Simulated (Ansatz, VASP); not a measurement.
**Cross-check of Ge (Germanium) between VASP and Ansatz**

Aim: how closely do two programs agree when they are given the same cell, functional and k mesh? The cell is taken from a series of runs on this material, whose earlier steps may have relaxed, scaled, displaced or heated it; both programs get it as it stands.

Calculated with Ansatz 0.2.0; plane waves, with VASP 6.6.1 beside it; zone-centre phonons at LDA.

## (1) Set-up

The structure is trigonal, space group R-3m (No. 166). The conventional cell has a = 4.134 Å, b = 4.134 Å, c = 9.585 Å, α = 90.00°, β = 90.00°, γ = 120.00°. Nearest to Ge lie 4 Ge at 2.44 to 2.50 Å.

## (2) VASP: zone-centre phonons, LDA

Second derivatives magnify differences that forces hide, and they need a tight electronic threshold.

Lines of VASP's logs that name or quote its potential files are left out, and so is its time.

INCAR reads:

```
SYSTEM = Ge
PREC = Accurate
ENCUT = 500
EDIFF = 1E-08
NELM = 120
ISMEAR = 1
SIGMA = 0.2
LREAL = .FALSE.
ALGO = Normal
GGA = CA
NBANDS = 20
LORBIT = 11
LWAVE = .FALSE.
LCHARG = .FALSE.
ISIF = 2
IBRION = 8
LASPH = .TRUE.
GGA_COMPAT = .FALSE.
KPAR = 2
```

POSCAR reads:

```
Ge
1.0
   -0.1041054922      2.8190343046      2.8190343046
    2.8190343046     -0.1041054922      2.8190343046
    2.8190343046      2.8190343046     -0.1041054922
Ge
2
Direct
    0.4974938464      0.4974938464      0.4974938464
    0.7525061536      0.7525061536      0.7525061536
```

KPOINTS reads:

```
Automatic mesh
0
Gamma
16 16 16
0 0 0
```

PAW data sets: Ge_d (LDA family, release 64).

The run is started by

```bash
$ mpirun -np 2 vasp_std
```

Numbers of over 12 decimals in the logs are rounded to 6 here.

The log of the run:

```text
[banner, memory and clock lines left out]
running    2 mpi-ranks, on    1 nodes
 distrk:  each k-point on    1 cores,    2 groups
 distr:  one band on    1 cores,    1 groups

 POSCAR found type information on POSCAR Ge
 POSCAR found :  1 types and       2 ions
 LDA part: xc-table for (Slater(with rela. corr.)+CA(PZ))
 , standard interpolation
 POSCAR, INCAR and KPOINTS ok, starting setup
 FFT: planning ... GRIDC
 FFT: planning ... GRID_SOFT
 FFT: planning ... GRID
 WAVECAR not read
 entering main loop
       N       E                     dE             d eps       ncg     rms          rms(c)
DAV:   1     0.185134491096E+03    0.18513E+03   -0.14790E+04 17788   0.364E+03
DAV:   2     0.157349239843E+02   -0.16940E+03   -0.16501E+03 16720   0.586E+02
DAV:   3    -0.963625204113E+01   -0.25371E+02   -0.25197E+02 18920   0.145E+02
DAV:   4    -0.104695337114E+02   -0.83328E+00   -0.83272E+00 18672   0.308E+01
DAV:   5    -0.104834715784E+02   -0.13938E-01   -0.13937E-01 18640   0.437E+00    0.308E+00
DAV:   6    -0.103784508356E+02    0.10502E+00   -0.36215E-02 18624   0.178E+00    0.176E+00
DAV:   7    -0.103258729395E+02    0.52578E-01   -0.71801E-02 17664   0.210E+00    0.144E-01
DAV:   8    -0.103264442440E+02   -0.57130E-03   -0.66259E-03 18988   0.991E-01    0.511E-02
DAV:   9    -0.103264586129E+02   -0.14369E-04   -0.19979E-04 19788   0.188E-01    0.243E-02
DAV:  10    -0.103264627677E+02   -0.41548E-05   -0.17563E-05 23264   0.489E-02    0.490E-03
DAV:  11    -0.103264624223E+02    0.34545E-06   -0.19340E-06 18380   0.998E-03    0.126E-03
DAV:  12    -0.103264624179E+02    0.43574E-08   -0.31934E-07 19148   0.418E-03    0.531E-04
DAV:  13    -0.103264624128E+02    0.51759E-08   -0.14358E-08 14744   0.122E-03
   1 F= -.10326462E+02 E0= -.10326490E+02  d E =0.821848E-04
 Linear response reoptimize wavefunctions to high precision
DAV:   1    -0.103264624120E+02    0.73305E-09   -0.61627E-09 15668   0.921E-04
DAV:   2    -0.103264624121E+02   -0.59117E-10   -0.72679E-10  9556   0.271E-04
 Linear response DOF=           1
 Linear response progress:
  Degree of freedom:   1/  1
       N       E                     dE             d eps       ncg     rms          rms(c)
RMM:   1    -0.188454996832E+00   -0.18845E+00    0.82262E+00 54071   0.441E+01
RMM:   2    -0.195873960848E+00   -0.74190E-02   -0.12954E-02 71484   0.105E+00    0.703E-02
RMM:   3    -0.195908211781E+00   -0.34251E-04   -0.90131E-04 74719   0.310E-01    0.402E-02
RMM:   4    -0.195840041972E+00    0.68170E-04   -0.59017E-05 79842   0.813E-02    0.463E-03
RMM:   5    -0.195844721911E+00   -0.46799E-05   -0.58210E-06 77217   0.195E-02    0.213E-03
RMM:   6    -0.195853253231E+00   -0.85313E-05   -0.43004E-07 78588   0.536E-03    0.355E-04
RMM:   7    -0.195853076548E+00    0.17668E-06   -0.13881E-07 80923   0.176E-03    0.202E-04
RMM:   8    -0.195852767081E+00    0.30947E-06   -0.13099E-08 81795   0.626E-04    0.446E-05
RMM:   9    -0.195852620386E+00    0.14669E-06   -0.19193E-08 74295   0.287E-04    0.153E-05
RMM:  10    -0.195852719757E+00   -0.99371E-07   -0.40133E-08 82334   0.134E-04    0.758E-06
RMM:  11    -0.195852746287E+00   -0.26530E-07   -0.18907E-08 84680   0.648E-05    0.366E-06
RMM:  12    -0.195852775089E+00   -0.28802E-07   -0.77896E-09 94719   0.368E-05    0.112E-06
RMM:  13    -0.195852780620E+00   -0.55304E-08   -0.11785E-09112253   0.237E-05    0.413E-07
 first order change of Fermi-energy  -0.11623E+00
 force on displaced ion       1 direction 1 :  -9.439  -0.296  -0.296
 Linear response finished
```

Parts of OUTCAR (step 2):

```text
ion  position               nearest neighbor table
   1  0.497  0.497  0.497-   2 2.44   2 2.50   2 2.50   2 2.50
   2  0.753  0.753  0.753-   1 2.44   1 2.50   1 2.50   1 2.50

  LATTYP: Found a trigonal (rhomboedric) cell.
 ALAT       =     3.9880755728
 COS(alpha) =     0.4627549629

 Subroutine GETGRP returns: Found 12 space group operations
 (whereof  6 operations were pure point group operations)

The static configuration has the point symmetry C_3v.
 The point group associated with its full space group is D_3d.

 Found    417 irreducible k-points:

   k-points           NKPTS =    417   k-points in BZ     NKDIM =    417   number of bands    NBANDS=     20

   dimension x,y,z NGX =    30 NGY =   30 NGZ =   30
   dimension x,y,z NGXF=    60 NGYF=   60 NGZF=   60

   ENCUT  =  500.0 eV  36.75 Ry    6.06 a.u.   7.27  7.27  7.27*2*pi/ulx,y,z

   NELECT =      28.0000    total number of electrons

 k-points in reciprocal lattice and weights: Automatic mesh
   0.00000000  0.00000000  0.00000000       0.000
   0.06250000  0.00000000 -0.00000000       0.001
   0.12500000  0.00000000 -0.00000000       0.001
   0.18750000  0.00000000  0.00000000       0.001
   0.25000000  0.00000000 -0.00000000       0.001
   0.31250000  0.00000000 -0.00000000       0.001
   0.37500000  0.00000000  0.00000000       0.001
   0.43750000  0.00000000 -0.00000000       0.001
   0.50000000  0.00000000 -0.00000000       0.001
[...]
-0.43750000  0.50000000  0.43750000       0.001
   0.50000000  0.50000000  0.50000000       0.000

 average (electrostatic) potential at core
       1 -75.7837       2 -75.7837

  Total       -1.0974684     -1.0974684     -1.0974684      0.5597989      0.5597989      0.5597989
  in kB      -37.1849473    -37.1849473    -37.1849473     18.9673749     18.9673749     18.9673749
  external PRESSURE =     -37.1849473 kB  Pullay stress =       0.0000000 kB

  energy-cutoff  :      500.00
  volume of cell :       47.29
      direct lattice vectors                 reciprocal lattice vectors
    -0.104105492  2.819034305  2.819034305    -0.167831162  0.174266743  0.174266743
     2.819034305 -0.104105492  2.819034305     0.174266743 -0.167831162  0.174266743
     2.819034305  2.819034305 -0.104105492     0.174266743  0.174266743 -0.167831162

 POSITION                                       TOTAL-FORCE (eV/Angst)
 -----------------------------------------------------------------------------------
      2.75311      2.75311      2.75311        -0.002447     -0.002447     -0.002447
      4.16434      4.16434      4.16434         0.002447      0.002447      0.002447
 -----------------------------------------------------------------------------------
    total drift:                                0.000000      0.000000      0.000000

 Eigenvectors and eigenvalues of the dynamical matrix
 ----------------------------------------------------

   1 f  =    8.217861 THz    51.634344 2PiTHz  274.118342 cm-1    33.986328 meV
             X         Y         Z           dx          dy          dz
      2.753113  2.753113  2.753113     0.408248    0.408248    0.408248
      4.164341  4.164341  4.164341    -0.408248   -0.408248   -0.408248

   2 f  =    7.845373 THz    49.293935 2PiTHz  261.693487 cm-1    32.445843 meV
             X         Y         Z           dx          dy          dz
      2.753113  2.753113  2.753113     0.500000   -0.500000   -0.000000
      4.164341  4.164341  4.164341    -0.500000    0.500000   -0.000000

   3 f  =    7.845373 THz    49.293935 2PiTHz  261.693487 cm-1    32.445843 meV
             X         Y         Z           dx          dy          dz
      2.753113  2.753113  2.753113     0.288675    0.288675   -0.577350
      4.164341  4.164341  4.164341    -0.288675   -0.288675    0.577350

   4 f  =    0.000000 THz     0.000001 2PiTHz    0.000004 cm-1     0.000001 meV
             X         Y         Z           dx          dy          dz
      2.753113  2.753113  2.753113    -0.039744   -0.460459    0.535161
      4.164341  4.164341  4.164341    -0.039744   -0.460459    0.535161

   5 f/i=    0.000000 THz     0.000001 2PiTHz    0.000003 cm-1     0.000000 meV
             X         Y         Z           dx          dy          dz
      2.753113  2.753113  2.753113     0.686832   -0.149235   -0.077395
      4.164341  4.164341  4.164341     0.686832   -0.149235   -0.077395

   6 f/i=    0.000000 THz     0.000001 2PiTHz    0.000004 cm-1     0.000001 meV
             X         Y         Z           dx          dy          dz
      2.753113  2.753113  2.753113     0.163345    0.515467    0.455645
      4.164341  4.164341  4.164341     0.163345    0.515467    0.455645

 ELASTIC MODULI CONTR FROM IONIC RELAXATION (kBar)
 Direction    XX          YY          ZZ          XY          YZ          ZX
 --------------------------------------------------------------------------------
 XX          -3.2701     -3.0831     -3.0831    -14.3081    -19.0512    -14.8955
 YY          -3.0831     -3.2701     -3.0831    -14.8955    -14.3081    -19.0512
 ZZ          -3.0831     -3.0831     -3.2701    -19.0512    -14.8955    -14.3081
 XY         -14.3081    -14.8955    -19.0512   -153.7345    -46.5150    -46.5150
 YZ         -19.0512    -14.3081    -14.8955    -46.5150   -153.7345    -46.5150
 ZX         -14.8955    -19.0512    -14.3081    -46.5150    -46.5150   -153.7345
 --------------------------------------------------------------------------------
```

## (3) Ansatz: zone-centre phonons, LDA

Ansatz runs on its PAW soft_1 files.

The same cell, functional (in two slightly different forms), mesh and smearing now go to Ansatz, which takes its cutoff from its data sets.

input.yaml reads:

```yaml
crystal:
  lattice:
    - [-0.1041054922, 2.8190343046, 2.8190343046]
    - [2.8190343046, -0.1041054922, 2.8190343046]
    - [2.8190343046, 2.8190343046, -0.1041054922]
  atoms:
    - { symbol: Ge, position: [0.4974938464, 0.4974938464, 0.4974938464] }
    - { symbol: Ge, position: [0.7525061536, 0.7525061536, 0.7525061536] }
kpoints:
  mp_grid: { grid: [16, 16, 16] }
hamiltonian:
  xc: lda
  pseudopotentials: { kind: paw, azcp: { folder: soft_1 }, xc_functional: pbe }
scf:
  occupations: { method: methfessel_paxton, width: 0.2 }
output:
  eigenvalues: true
phonons:
  method: dfpt
```

The run is started by

```bash
$ ansatz run input.yaml --threads 4 --pin off --max-ram 10240MiB --backend cpu --events-out ev --progress --plain --runs-dir out
```

The log of the run:

```text
Engine: ansatz 0.2.0, aarch64-unknown-linux-gnu
Pseudopotentials: kind: paw
Pseudopotential: Ge, paw, valence charge 14, recommended cutoff 420 eV (normal), soft_1/Ge.paw.azcp
Functional definition: SPW92
  exchange = slater_x
  correlation = pw_c
Crystal: 2 atoms, lattice volume = 47.286 Å³
Basis set: ecut = 420 eV, 911 PW (Γ), exchange–correlation on 64×64×64 points (8 copies of the dense FFT grid, shifted against one another)
Bands: 18, of which v1, the nominal top of the filled ones, is band 14 counted from 1 (13 counted from 0)
Symmetry: 12 space group operations
k-points: 1098 of 4096 (irreducible under 2 space group operations, time reversal used)
Non-local potential: Ge, projectors of the file, l = 0: 2, l = 1: 2, l = 2: 3, l = 3: 1
PAW form: soft (Blöchl's): semilocal exchange-correlation on the pseudo side does not see the compensation charge
PAW frozen core: Ge, regenerated for the run's functional, and the local potential with it (the file was generated under x = pbe(κ = 0.804, μ = 0.219515), c = pbe(β = 0.066725))
PAW one-centre angular grid: Ge, 590 points (default); XC on 64 Gauss nodes
Initial density: superposition of atomic densities (chi_scale 0.1, normalization cell)
Initial wavefunctions: pseudopotential atomic-orbital guess
Functional: x = slater, c = lda
SCF iter   1: F=—  HF=-8431.509130 eV  |F-HF|=—  |Δ(HF+E_count)|=         —  Δρ=3.23e-2  dr2=4.61e-1  ethr=3.10e-3  ⟨swp⟩=5.1  Hψ=87829  notcnv=0
preconditioner: auto → Kerker (q_TF=auto, 2.500 Å⁻¹)  [metal: Δε(μ)=0.089 eV  Ē_g=23.203 eV  σ=0.200 eV  W_gap=0.35  n_scr=14 (ndim 8)  ℏωp=28.6 eV  f_vac=0.000  D(μ)=0.07/eV (n_scr^D=0)]
SCF iter   2: F=—  HF=-8431.452272 eV  |F-HF|=—  |Δ(HF+E_count)|=   5.69e-2  S|Δr|=    0.00e0  Δρ=2.12e-2  dr2=2.30e-1  ethr=1.65e-3  ⟨swp⟩=1.0  Hψ=28548  notcnv=0
preconditioner: auto → none  [insulator: Δε(μ)=0.135 eV  Ē_g=23.362 eV  σ=0.200 eV  W_gap=0.52  n_scr=14 (ndim 8)  ℏωp=28.6 eV  f_vac=0.000  D(μ)=0.08/eV (n_scr^D=0)  ε∞_Penn≈2.5]
SCF iter   3: F=—  HF=-8431.389381 eV  |F-HF|=—  |Δ(HF+E_count)|=   6.29e-2  S|Δr|=    0.00e0  Δρ=3.28e-3  dr2=3.53e-3  ethr=8.23e-4  ⟨swp⟩=2.0  Hψ=28544  notcnv=0
SCF iter   4: F=—  HF=-8431.386655 eV  |F-HF|=—  |Δ(HF+E_count)|=   2.73e-3  S|Δr|=    0.00e0  Δρ=1.03e-3  dr2=3.62e-4  ethr=1.26e-5  ⟨swp⟩=2.0  Hψ=35145  notcnv=0
SCF iter   5: F=—  HF=-8431.386593 eV  |F-HF|=—  |Δ(HF+E_count)|=   6.11e-5  S|Δr|=    0.00e0  Δρ=1.92e-4  dr2=2.31e-5  ethr=1.29e-6  ⟨swp⟩=2.0  Hψ=35149  notcnv=0
SCF iter   6: F=—  HF=-8431.386600 eV  |F-HF|=—  |Δ(HF+E_count)|=   6.20e-6  S|Δr|=    0.00e0  Δρ=2.67e-5  dr2=5.33e-7  ethr=8.26e-8  ⟨swp⟩=3.0  Hψ=35297  notcnv=0
SCF iter   7: F=—  HF=-8431.386600 eV  |F-HF|=—  |Δ(HF+E_count)|=   4.54e-7  S|Δr|=    0.00e0  Δρ=3.95e-6  dr2=7.98e-9  ethr=1.90e-9  ⟨swp⟩=3.0  Hψ=35224  notcnv=0
SCF iter   8: F=—  HF=-8431.386600 eV  |F-HF|=—  |Δ(HF+E_count)|=   1.21e-9  S|Δr|=    0.00e0  Δρ=4.24e-7  dr2=5.37e-11  ethr=2.85e-11  ⟨swp⟩=2.0  Hψ=35149  notcnv=0
SCF iter   9: F=-8431.386600 eV  HF=-8431.386600 eV  |F-HF|=1.82e-12  |Δ(HF+E_count)|=  5.64e-11  S|Δr|=    0.00e0  Δρ=2.89e-8  dr2=1.74e-13  ethr=1.00e-12  ⟨swp⟩=5.5  Hψ=88336  notcnv=0
SCF 1 converged in 9 iterations: F = -8431.386600 eV  dr2 = 1.74e-13
  greatest PAW one-centre occupation: 0.998 electrons in one spin orbital (limit 2), on the Ge atom at site 1 (counted from 0), in its partial waves of l = 2
DFPT response loops at Γ: preconditioner auto → Kerker (q_TF=auto, 2.500 Å⁻¹) (partly filled bands, converged f_vac=0.070); β = 1.00, the filter's whole step (`scf.mixing.beta` (0.50) is not read by the response loops under this deck's `scf.mixing.preconditioner`; to damp them name `kerker` or `kerker_dos`, under which they read `scf.mixing.beta`, and type it under 1.00, their step now; both keys bind the ground state too); Broyden in place of MSR1
SCF converged after 9 iterations
Stability not checked: this state was not tested for a lower state beside it, because cold or Methfessel-Paxton smearing, or corrected tetrahedra, fill the levels in a way that the test cannot read (fill_not_monotonic; see scf.lower_state_search)
Free energy (F): -8431.386600 eV
Harris-Foulkes:  -8431.386600 eV  (|F-HF|=1.82e-12)
Internal energy: -8431.386661 eV  (E = F + TS)
E sigma→0 (E₀):  -8431.386615 eV
Entropy (-TS):   0.000061 eV (0.031 meV/atom)
Fermi energy:    7.611546 eV
--- Per-component energies (eV) ---
  E_band       = -324.905378
  E_kinetic    = 185.435299
  E_local      = -4572.856366  (includes V_loc(G=0)·N_el)
  E_nonlocal   = 441.059909
  E_hartree    = 2170.645355
  E_xc         = -142.384872
  E_vxc        = -130.656963  (∫ρ·V_xc dr)
  E_paw        = -3868.223411  (= ΣΔE_a)
  E_vpaw       = -589.177991  (= ΣTr[D̂ρ^β])
  E_aug_tail   = 0.000028  (compensation charges beyond the density's cutoff)
  E_ewald      = -2648.879257
  E_core_change = 3.816653  (= ΣΔE_core)
  E_smearing   = 0.000061  (= −TS)
  E_closure    = 0.000000  (closes the sum)
  Σ components = -8431.386600   (vs F -8431.386600, Δ=0.00e0)
--- Band table (eV; the first three rows and the last of 1098) ---
  k-point 0: bands = [... 10 lower, -4.8224, 6.9974, 7.5419, 7.5419, 7.9173, 10.0159, 10.0159, 10.6410]
  k-point 1: bands = [... 10 lower, -4.7779, 6.1732, 7.4597, 7.7892, 8.1205, 10.1347, 10.2415, 10.7128]
  k-point 2: bands = [... 10 lower, -4.6457, 5.0496, 7.2595, 7.5523, 8.4199, 10.4317, 10.7440, 11.0874]
  k-point 1097: bands = [... 10 lower, -2.5790, 0.2559, 6.0715, 6.0715, 7.0690, 11.1295, 11.1295, 14.2701]
--- Phonons (Γ-DFPT): 1 representative perturbation + reference, on 1098 of 4096 k-points (Σ response iterations 3) ---
  k mesh reduced under 2 symmetry operations, with k and −k counted as one. Each operation leaves every solved perturbation unchanged. A smaller set is not used because it would not reduce the number of displacements times k-points to solve
  ASR residual: 8.880e-6 → 0.000e0 eV/Å²; symmetrization residual: 1.595e-12 eV/Å²
  ASR residual per site (eV/Å²): 8.88e-6 8.88e-6
  Γ frequencies (cm⁻¹): 0.00 0.00 0.00 260.92 260.92 272.45
  non-analytic LO–TO correction: not included (Born effective charges unavailable; polar crystals: no LO–TO splitting at Γ)
```

## (4) Comparison

Known differences besides the potentials themselves: the two LDA forms differ slightly; the cutoff is 420 eV in Ansatz and 500 eV in VASP; VASP's log shows a relativistic correction to its local exchange, Ansatz's none. Total energies have different zeros and are not compared.

The two programs side by side:

| quantity | Ansatz | VASP | difference |
| --- | --- | --- | --- |
| optical mode 1 to 2 (cm⁻¹) | 260.9 | 261.7 | -0.30 % |
| optical mode 3 (cm⁻¹) | 272.4 | 274.1 | -0.61 % |

Modes are paired by rising frequency, not by their patterns, so a pair may set unlike modes beside each other; they are those without the splitting of longitudinal modes.

## (5) What came out

```yaml
r_m_s_difference_of_the_optical_zone_centre_modes_each_program_s_sorted_by_frequency_zone_centre_phonons_lda: 1.2 cm⁻¹
difference_in_optical_mode_3_zone_centre_phonons_lda: -0.6 %
```

The r.m.s. difference of the optical zone-centre modes, each program's sorted by frequency is 1.2 cm⁻¹ (zone-centre phonons, LDA). Among the rows given in per cent, the largest difference of the zone-centre phonons, LDA pair is in optical mode 3, -0.6 %. How closely two codes agree says nothing of how well the functional describes the real material.

[Lines on the potential files, build, host, timing and source positions are cut from VASP's logs without a mark.]

[Logs are printed without paths, hosts, clocks, repeated set-up lines and the standing remarks that a program may print on its own settings, such as how far it seeks lower states.]

[Hosts, paths, dates, database ids (printed as entryN), source tags and the programs' standing remarks are cut or masked in the printed files.]
